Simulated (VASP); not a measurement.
# A VASP study of CaCuF3 (LAK): structure first, properties next, part 2 of 2

What structure does CaCuF3 take at this level, and what are its properties? The cell is invented: it takes the structure of a Materials Project entry for KCaF3 (space group 221 there), with some of its atoms replaced by other elements, volume scaled by an estimate. It may not be a known or stable phase.

VASP 6.6.1, plane waves and PAW; the level of theory is named at each step.

So far, gap on the k-mesh (eV): step 2 (rough relaxation of the start cell) 0.496; step 7 (total and projected DOS (LAK)) 0.498; step 8 (field gradients at the nuclei (LAK)) 0.512; step 9 (volume scan with LAK, volume scale 0.94) 0.482; step 10 (volume scan with LAK, volume scale 0.96) 0.491.

### Step 12. Volume scan with LAK, volume scale 1

File INCAR:

```
SYSTEM = CaCuF3
PREC = Accurate
ENCUT = 520
EDIFF = 1E-06
NELM = 100
ISMEAR = -1
SIGMA = 0.05
LREAL = .FALSE.
ALGO = Normal
METAGGA = LAK
LASPH = .TRUE.
NBANDS = 27
LORBIT = 11
LWAVE = .FALSE.
LCHARG = .FALSE.
KPAR = 2
ISIF = 2
```

File POSCAR:

```
CaCuF3
1.0
    4.3479382084      0.0000000000      0.0000000000
    0.0000000000      4.3479382084      0.0000000000
    0.0000000000      0.0000000000      4.3479382084
Cu Ca F
1 1 3
Direct
    0.5000000000      0.5000000000      0.5000000000
    0.0000000000      0.0000000000      0.0000000000
    0.0000000000      0.5000000000      0.0000000000
    0.0000000000      0.0000000000      0.5000000000
    0.5000000000      0.0000000000      0.0000000000
```

File KPOINTS:

```
Automatic mesh
0
Gamma
5 5 5
0 0 0
```

PAW data sets: Cu, Ca_sv and F (PBE family, release 64).

On the command line:

```
mpirun -np 2 vasp_std
```

Elapsed: 65 s, on 2 MPI ranks of AMD EPYC 7R43, shared host; peak memory 0.33 GiB.

The pressure falls from 1.55 to -0.04 GPa.

The run ends at a pressure of -0.04 GPa.

### Step 13. Volume scan with LAK, volume scale 1.02

INCAR is that of step 12.

POSCAR, as its differences from that of step 12:

```diff
@@ -2,5 +2,5 @@
 1.0
-    4.3479382084      0.0000000000      0.0000000000
-    0.0000000000      4.3479382084      0.0000000000
-    0.0000000000      0.0000000000      4.3479382084
+    4.3767333403      0.0000000000      0.0000000000
+    0.0000000000      4.3767333403      0.0000000000
+    0.0000000000      0.0000000000      4.3767333403
 Cu Ca F
```

KPOINTS is that of step 12.

On the command line:

```
mpirun -np 2 vasp_std
```

The job ended after 98 s (2 MPI ranks; peak memory 0.39 GiB; 3.2 min of CPU time).

The pressure falls from -0.04 to -1.37 GPa.

The run ends at a pressure of -1.37 GPa.

### Step 14. Volume scan with LAK, volume scale 1.04

INCAR is that of step 13.

POSCAR, as its differences from that of step 13:

```diff
@@ -2,5 +2,5 @@
 1.0
-    4.3767333403      0.0000000000      0.0000000000
-    0.0000000000      4.3767333403      0.0000000000
-    0.0000000000      0.0000000000      4.3767333403
+    4.4051544831      0.0000000000      0.0000000000
+    0.0000000000      4.4051544831      0.0000000000
+    0.0000000000      0.0000000000      4.4051544831
 Cu Ca F
```

KPOINTS is that of step 13.

On the command line:

```
mpirun -np 2 vasp_std
```

The job ended after 91 s (2 MPI ranks; peak memory 0.38 GiB; 3 min of CPU time).

The pressure falls from -1.37 to -2.33 GPa.

The run ends at a pressure of -2.33 GPa.

### Step 15. Volume scan with LAK, volume scale 1.06

A prediction first. A parabola through the 6 pressures of evenly scaled cells so far, P = 0.04 -67.1 t +112 t² GPa with t = ln(V/V₁) and V₁ the volume at scale 1, gives -3.49 GPa at t = +0.0583.

INCAR is that of step 14.

POSCAR, as its differences from that of step 14:

```diff
@@ -2,5 +2,5 @@
 1.0
-    4.4051544831      0.0000000000      0.0000000000
-    0.0000000000      4.4051544831      0.0000000000
-    0.0000000000      0.0000000000      4.4051544831
+    4.4332135484      0.0000000000      0.0000000000
+    0.0000000000      4.4332135484      0.0000000000
+    0.0000000000      0.0000000000      4.4332135484
 Cu Ca F
```

KPOINTS is that of step 14.

On the command line:

```
mpirun -np 2 vasp_std
```

The job ended after 93 s (2 MPI ranks; peak memory 0.39 GiB; 3.1 min of CPU time).

The pressure falls from -2.33 to -3.21 GPa. The parabola predicted -3.49 GPa, -0.28 GPa off.

### Step 16. Side by side

Times are for 2 MPI ranks of AMD EPYC 7R43, shared host. The runs compared:

```tsv
no.	volume scale	energy above the lowest point (meV/atom)	pressure (GPa)	gap on the k-mesh (eV)	time	memory (GiB)
1	0.94	16.4	4.551	0.482	60 s	0.33
2	0.96	7.73	3.042	0.4909	62 s	0.33
3	0.98	2.26	1.550	0.5021	62 s	0.32
4	1	0	-0.03972	0.5117	65 s	0.33
5	1.02	2.21	-1.375	0.5227	98 s	0.39
6	1.04	5.51	-2.327	0.5351	91 s	0.38
7	1.06	10.78	-3.212	0.5466	93 s	0.39
```

### Step 17. Fit for LAK

This step: Birch-Murnaghan fit, LAK; plane waves and PAW; invented cell (VASP 6.6.1).

No new run; the numbers come from the runs before.

The fit is poor or the pressure derivative of its modulus unusual (most solids lie near 4 to 5), which can come from the mesh or from a state that changes along the scan.

Numbers from this step:

| Quantity | Value |
| --- | --- |
| pressure derivative of the bulk modulus | 8.353 |
| r.m.s. error of the fit | 3.20e-4 eV/atom |
| minimum inside the sampled range | yes |
| bulk modulus | 68.97 GPa |
| equilibrium volume of the fit | 16.45 Å³/atom |

Table of energy above the fitted minimum by volume:

```tsv
volume (Å³/atom)	energy above the fitted minimum (eV/atom)
15.453	0.0158
15.782	0.00712
16.110	0.00165
16.439	-6.1e-4
16.768	0.00160
17.097	0.00490
17.425	0.0102
```

The fitted volume lies +0.10 % from the relaxed one.

### Step 18. Bands along the symmetry lines (TB-mBJ)

This step: TB-mBJ; plane waves and PAW (Cu, Ca_sv, F); invented cell (VASP 6.6.1).

Levels along the symmetry lines show where the bands peak and cross; KPOINTS_OPT computes them in the converged potential. TB-mBJ is a local potential fitted to gaps: it costs far less than a hybrid but gives no energy.

File INCAR:

```
SYSTEM = CaCuF3
PREC = Accurate
ENCUT = 520
EDIFF = 1E-06
NELM = 150
ISMEAR = -1
SIGMA = 0.05
LREAL = .FALSE.
ALGO = Normal
METAGGA = MBJ
LASPH = .TRUE.
NBANDS = 36
LORBIT = 11
LWAVE = .FALSE.
LCHARG = .FALSE.
KPAR = 2
```

POSCAR, as its differences from that of step 15:

```diff
@@ -2,5 +2,5 @@
 1.0
-    4.4332135484      0.0000000000      0.0000000000
-    0.0000000000      4.4332135484      0.0000000000
-    0.0000000000      0.0000000000      4.4332135484
+    4.3479382084      0.0000000000      0.0000000000
+    0.0000000000      4.3479382084      0.0000000000
+    0.0000000000      0.0000000000      4.3479382084
 Cu Ca F
```

KPOINTS is that of step 15.

File KPOINTS_OPT:

```
Line mode
16
Line-mode
Reciprocal
  0.00000000   0.00000000   0.00000000 GAMMA
  0.00000000   0.50000000   0.00000000 X

  0.00000000   0.50000000   0.00000000 X
  0.50000000   0.50000000   0.00000000 M

  0.50000000   0.50000000   0.00000000 M
  0.00000000   0.00000000   0.00000000 GAMMA

  0.00000000   0.00000000   0.00000000 GAMMA
  0.50000000   0.50000000   0.50000000 R

  0.50000000   0.50000000   0.50000000 R
  0.00000000   0.50000000   0.00000000 X

  0.50000000   0.50000000   0.00000000 M
  0.50000000   0.50000000   0.50000000 R
```

On the command line:

```
mpirun -np 2 vasp_std
```

Elapsed: 2 min, on 2 MPI ranks; peak memory 0.39 GiB.

This functional is a potential without an energy, so its energies, forces and stress mean nothing and are not read.

Numbers from this step:

* SCF cycles: 65
* bands: 36
* Fermi energy: 5.865 eV
* least gap on mesh and path: 2.382 eV
* least direct gap on mesh and path: 2.432 eV
* valence top at k: 0.5, 0.5, 0

The electronic bands at the labelled points (eV, zero at the valence-band top; v1 is the highest filled band, c1 the lowest empty one):

```tsv
point	v4	v3	v2	v1	c1	c2	c3	c4
Γ	-0.09	-0.05	-0.05	-0.05	2.38	6.16	6.16	6.16
0.47 of the way	-0.07	-0.05	-0.03	-0.03	2.89	6.17	6.32	6.32
X	-0.04	-0.04	-0.01	-0.01	3.86	6.19	6.21	6.52
0.47 of the way	-0.04	-0.03	-0.02	-0.01	4.10	6.40	6.59	6.70
M	-0.04	-0.02	-0.02	0.00	4.47	6.68	6.68	7.43
0.53 of the way	-0.05	-0.03	-0.03	-0.03	3.33	6.33	6.39	6.45
Γ	-0.09	-0.05	-0.05	-0.05	2.38	6.16	6.16	6.16
0.47 of the way	-0.05	-0.04	-0.02	-0.02	3.69	6.51	6.53	6.53
R	-0.07	-0.07	-0.01	-0.01	4.54	6.89	6.89	6.89
0.53 of the way	-0.04	-0.04	-0.03	-0.01	4.26	6.56	6.70	6.95
X	-0.04	-0.04	-0.01	-0.01	3.86	6.19	6.21	6.52
jump to M	-0.04	-0.02	-0.02	0.00	4.47	6.68	6.68	7.43
0.53 of the way	-0.05	-0.05	-0.02	-0.01	4.51	6.79	6.79	7.17
R	-0.07	-0.07	-0.01	-0.01	4.54	6.89	6.89	6.89
```

Of the projections kept (Cu, Ca, F), the largest for each band there; the rest of the weight can lie on other orbitals:

```tsv
point	v4	v3	v2	v1	c1	c2	c3	c4
Γ	Cu 1.00	Cu 1.00	Cu 1.00	Cu 1.00	Cu 0.87	Ca 0.99	Ca 0.99	Ca 0.99
X	Cu 1.00	Cu 1.00	Cu 0.99	Cu 0.99	Cu 0.81	Ca 1.00	Ca 0.44	Ca 0.93
M	Cu 1.00	Cu 0.99	Cu 0.99	Cu 1.00	Cu 0.77	Ca 0.95	Ca 0.95	Ca 0.95
Γ	Cu 1.00	Cu 1.00	Cu 1.00	Cu 1.00	Cu 0.87	Ca 0.99	Ca 0.99	Ca 0.99
R	Cu 1.00	Cu 1.00	Cu 1.00	Cu 1.00	Cu 1.00	Ca 0.83	Ca 0.83	Ca 0.83
X	Cu 1.00	Cu 1.00	Cu 0.99	Cu 0.99	Cu 0.81	Ca 1.00	Ca 0.44	Ca 0.93
```

The gap moves by +1.88 eV against LAK.

### Step 19. Bands along the symmetry lines (LAK), changed input

This step: LAK; plane waves and PAW (Cu, Ca_sv, F); invented cell (VASP 6.6.1).

The mesh alone shows little of the dispersion and can miss band extrema, so KPOINTS_OPT adds a path through the symmetry points after the self-consistent cycle. Some settings are moved from the usual, to see what they do.

File INCAR:

```
SYSTEM = CaCuF3
PREC = Single
ENCUT = 520
EDIFF = 0.001
NELM = 100
ISMEAR = -1
SIGMA = 0.05
LREAL = .FALSE.
ALGO = Normal
METAGGA = LAK
LASPH = .TRUE.
NBANDS = 36
LORBIT = 11
LWAVE = .FALSE.
LCHARG = .FALSE.
KPAR = 2
```

POSCAR is that of step 18.

KPOINTS is that of step 18.

KPOINTS_OPT is that of step 18.

On the command line:

```
mpirun -np 2 vasp_std
```

Run time: 2.7 min. Hardware: 2 MPI ranks; peak memory 0.28 GiB.

The run converged; its settings lie outside those of the reference runs, so its numbers are set aside.

Against the sound run on this cell (bands along the symmetry lines (LAK)) the energy at zero smearing moves by -5.1 meV an atom and the pressure by -0.99 GPa.

Settings moved from the usual: PREC = Single and EDIFF = 0.001.

PREC = Single changes the FFT grids.

### Step 20. Summary of results

- relaxed volume: 16.44 Å³/atom
- relaxed conventional cell a, b, c: 4.348, 4.348, 4.348 Å
- space group after relaxing, within 0.02 Å: Pm-3m (No. 221)
- band gap: 0.502 eV, indirect (least direct gap of that run 0.605 eV)
- gap among the points of the DOS mesh alone, an upper bound: 0.498 eV
- largest field gradient Vzz: -35.53 V/Å² on F3
- band gap (TB-mBJ): 2.38 eV, indirect (least direct gap of that run 2.43 eV)

**Reading.** With LAK, CaCuF3 relaxes to 16.44 Å³/atom in space group Pm-3m (held by the symmetry of the run) and has an indirect gap of 0.502 eV. Bands along the symmetry lines (LAK): The path shows an indirect gap of 0.50 eV (valence top at X, conduction bottom at Γ). The least direct gap is 0.60 eV. Bands along the symmetry lines (TB-mBJ): The path shows an indirect gap of 2.38 eV (valence top at M, conduction bottom at Γ). The least direct gap is 2.43 eV. The other levels ran on the cell relaxed with LAK, and without spin-orbit coupling unless named. Semilocal functionals usually underestimate gaps. No search among competing phases was made. All values are for a static lattice at zero temperature.

[Lines on the potential files, build, host, timing and source positions are cut from VASP's logs without a mark.]

[Logs are printed without paths, hosts, clocks, repeated set-up lines and the standing remarks that a program may print on its own settings, such as how far it seeks lower states.]

[Hosts, paths, dates, database ids (printed as entryN), source tags and the programs' standing remarks are cut or masked in the printed files.]

[A measured line is paired with the nearest computed mode of its activity, which favours agreement.]
